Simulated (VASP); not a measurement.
Level of theory: PBE GGA, VASP's PBE PAW potentials (set 64) (plane waves; VASP).

VASP ran on this input.

### POSCAR
```
Zn32HSe32
1
   11.4825331920     0.0000000000     0.0000000000
    0.0000000000    11.4825331920     0.0000000000
   -0.0000000000    -0.0000000000    11.4825331920
Zn Se H
32 32 1
Direct
  0.5013648807   0.0015772270   0.0007129601
  0.7483981293   0.2484679485   0.0010661327
  0.7494280794   0.0017347970   0.2475829254
  0.9982624945   0.9984706613   0.9982890304
  0.2512445293   0.2504735146   0.9995129432
  0.4993509678   0.4979141459   0.0005567215
  0.7508278273   0.7509551365   0.9982178299
  0.2481531187   0.9983969134   0.2485745209
  0.4924394104   0.2566844997   0.2542084589
  0.7491979060   0.4991772812   0.2488954810
  0.5007055518   0.9991676127   0.5014276015
  0.7505770951   0.2497110202   0.4996676270
  0.7506267675   0.9993978324   0.7495061658
  0.0015720101   0.5033769798   0.0031982586
  0.2465474763   0.7493031927   0.0026389015
  0.0001879102   0.2502824261   0.2502221321
  0.2590829094   0.4951618835   0.2537676797
  0.4991760068   0.7495847763   0.2496118939
  0.0029404171   0.0039779621   0.5018677170
  0.2620037013   0.2640984510   0.4875467711
  0.4954871705   0.4927443232   0.4860289535
  0.7498950297   0.7496732071   0.5013297721
  0.2474556915   0.0022565215   0.7464527064
  0.5049855840   0.2455186423   0.7545094364
  0.7495073147   0.5015925118   0.7484725617
  0.0018381205   0.7481626026   0.2467649338
  0.9986110000   0.4994424236   0.4995521504
  0.2511920763   0.7510808225   0.4991486696
  0.0006728547   0.2472758742   0.7453146708
  0.2458440087   0.5058622167   0.7546210945
  0.5020201769   0.7488453217   0.7468584446
  0.9972197784   0.7522039091   0.7504058815
  0.6195489917   0.1301730525   0.1283038852
  0.8747782065   0.3743945262   0.1221270708
  0.8746133654   0.1237854018   0.3753119123
  0.1245757439   0.1239828683   0.1237618223
  0.3745387704   0.3757105210   0.1252107940
  0.6249408174   0.6246703882   0.1236489620
  0.8744571265   0.8747090863   0.1239549140
  0.3751332984   0.1202222646   0.3736934991
  0.6290950815   0.3736319463   0.3713698186
  0.8757813907   0.6259891511   0.3734379930
  0.6250721302   0.1256831179   0.6234993945
  0.8752428435   0.3735930931   0.6257355366
  0.8733457186   0.1248877330   0.8737959848
  0.1320650586   0.6185712124   0.1284797645
  0.3746366244   0.8754570083   0.1220861263
  0.1217091904   0.3772265495   0.3729322671
  0.3776452373   0.6279513982   0.3736403724
  0.6264106961   0.8771087681   0.3741938524
  0.1328202586   0.1317128812   0.6167969884
  0.3764037816   0.3763008918   0.6314550225
  0.6195985804   0.6181163742   0.6191128895
  0.8744422264   0.8761723670   0.6246361320
  0.3744648558   0.1241518753   0.8746903641
  0.6253823488   0.3746280900   0.8753225982
  0.8754154759   0.6249624078   0.8746848561
  0.1243861216   0.8746226818   0.3749258895
  0.1241249902   0.6260127036   0.6237765643
  0.3743316839   0.8764230941   0.6261639919
  0.1245743376   0.3737682172   0.8746174152
  0.3761880655   0.6253783222   0.8765164917
  0.6258506986   0.8758029518   0.8735341742
  0.1261120088   0.8745221522   0.8740156218
  0.3547362798   0.3534622649   0.4141500030
```

**KPOINTS**
```
Automatic mesh
0
Gamma
1 1 1
0 0 0
```

INCAR:
```
! general
SYSTEM  = Zn32HSe32
PREC    = Normal
ENCUT   = 400
LREAL   = Auto   ! projection in real space or not
LASPH   = T   ! aspherical one-centre terms
ISYM    = 0
NELECT  = 575.0

! electronic loop
EDIFF   = 1E-5
NELM    = 100   ! most electronic steps
NELMIN  = 4
ALGO    = Fast   ! Davidson, then RMM-DIIS
LMAXMIX = 4   ! l cut-off of mixed one-centre charges

! smearing
ISMEAR  = 0   ! Gaussian
SIGMA   = 0.05   ! width (eV)

! functional
GGA     = PE

! spin
ISPIN   = 2   ! spin-polarised
MAGMOM  = 65*0.0154
NUPDOWN = 1

! ions
IBRION  = 2   ! conjugate gradients
NSW     = 120   ! most ionic steps
ISIF    = 2   ! forces and stress, cell fixed
EDIFFG  = -0.03

! output
LWAVE   = F
LCHARG  = F
LORBIT  = 10
```

POTCAR, in this order: Zn Se H (PBE.64 set). Program: vasp_gam.

What will the output report for the number of irreducible k-points (NKPTS), largest plane-wave count, FFT grid (NGX, NGY, NGZ)?

The number of irreducible k-points (NKPTS) is 1 and the largest plane-wave count is 13805. The FFT grid (NGX, NGY, NGZ) is 56 × 56 × 56.

The cell is a supercell with a defect, built from ZnSe (zinc blende): H_i, charge +2.
